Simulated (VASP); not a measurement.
Method: PBE GGA, VASP's PBE PAW potentials (set 64) (plane waves; VASP).

VASP ran on this input.

**INCAR**
```
ALGO  =  Normal
EDIFF  =  1E-7
ENCUT  =  480
GGA  =  PE
ISIF  =  2
ISMEAR  =  1
LASPH  =  T
LCHARG  =  F
LMAXMIX  =  6
LREAL  =  F
LWAVE  =  F
NELM  =  100
PREC  =  Accurate
SIGMA  =  0.1
SYSTEM  =  Hf
```

### KPOINTS
```
Automatic mesh
0
Gamma
12 12 8
0 0 0
```

**POSCAR**
```
Hf
1
    1.6004587101    -2.7720757628    -0.0000000000
    1.6004587101     2.7720757628    -0.0000000000
    0.0000000000     0.0000000000     5.0587135128
Hf
2
Direct
  0.3333330000   0.6666670000   0.2500000000
  0.6666670000   0.3333330000   0.7500000000
```

POTCAR, in this order: Hf_pv (PBE.64 set). Program: vasp_std.

The run wrote:

File OSZICAR:
```
       N       E                     dE             d eps       ncg     rms          rms(c)
DAV:   1     0.446617155357E+02    0.44662E+02   -0.11196E+04  2708   0.127E+03
DAV:   2    -0.187131566052E+02   -0.63375E+02   -0.62286E+02  3308   0.259E+02
DAV:   3    -0.205530794071E+02   -0.18399E+01   -0.18000E+01  3626   0.296E+01
DAV:   4    -0.205695609457E+02   -0.16482E-01   -0.16477E-01  3070   0.353E+00
DAV:   5    -0.205698208520E+02   -0.25991E-03   -0.25990E-03  3646   0.354E-01    0.655E+01
DAV:   6    -0.200415464595E+02    0.52827E+00   -0.51072E-01  2810   0.551E+00    0.386E+01
DAV:   7    -0.198579058409E+02    0.18364E+00   -0.84754E-01  2840   0.680E+00    0.195E+00
DAV:   8    -0.198482164270E+02    0.96894E-02   -0.54835E-02  2906   0.179E+00    0.296E-01
DAV:   9    -0.198483356473E+02   -0.11922E-03   -0.12039E-03  3668   0.278E-01    0.209E-01
DAV:  10    -0.198483216241E+02    0.14023E-04   -0.58563E-05  3018   0.617E-02    0.276E-01
DAV:  11    -0.198483248641E+02   -0.32401E-05   -0.70121E-06  3428   0.229E-02    0.178E-02
DAV:  12    -0.198483252661E+02   -0.40203E-06   -0.73088E-07  3166   0.669E-03    0.132E-02
DAV:  13    -0.198483250157E+02    0.25044E-06   -0.37136E-08  2074   0.168E-03    0.366E-03
DAV:  14    -0.198483249388E+02    0.76902E-07   -0.66739E-09  1870   0.784E-04
   1 F= -.19848325E+02 E0= -.19847921E+02  d E =-.121232E-02
```

### OUTCAR
```
------------------------ aborting loop because EDIFF is reached ----------------------------------------
  FORCE on cell =-STRESS in cart. coord.  units (eV):
  Direction    XX          YY          ZZ          XY          YZ          ZX
  --------------------------------------------------------------------------------------
  Total       -0.0092561     -0.0092561      0.0278505      0.0000000     -0.0000000      0.0000000
  in kB       -0.3303839     -0.3303839      0.9940843      0.0000000     -0.0000000      0.0000000
  external PRESSURE =       0.1111055 kB  Pullay stress =       0.0000000 kB
  volume of cell :       44.89
      direct lattice vectors                 reciprocal lattice vectors
     1.600458710 -2.772075763  0.000000000     0.312410434 -0.180370251  0.000000000
     1.600458710  2.772075763  0.000000000     0.312410434  0.180370251  0.000000000
     0.000000000  0.000000000  5.058713513     0.000000000  0.000000000  0.197678718
 POSITION                                       TOTAL-FORCE (eV/Angst)
 -----------------------------------------------------------------------------------
      1.60046      0.92403      1.26468         0.000000     -0.000000      0.000000
      1.60046     -0.92403      3.79404        -0.000000      0.000000      0.000000
 -----------------------------------------------------------------------------------
    total drift:                               -0.000006      0.000183     -0.000016
  FREE ENERGIE OF THE ION-ELECTRON SYSTEM (eV)
  ---------------------------------------------------
  free  energy   TOTEN  =       -19.8483249388 eV

  energy  without entropy=      -19.8471126140  energy(sigma->0) =      -19.84792083
```
(Selected blocks of OUTCAR.)

The compound is Hf in the hcp structure. It was relaxed first.
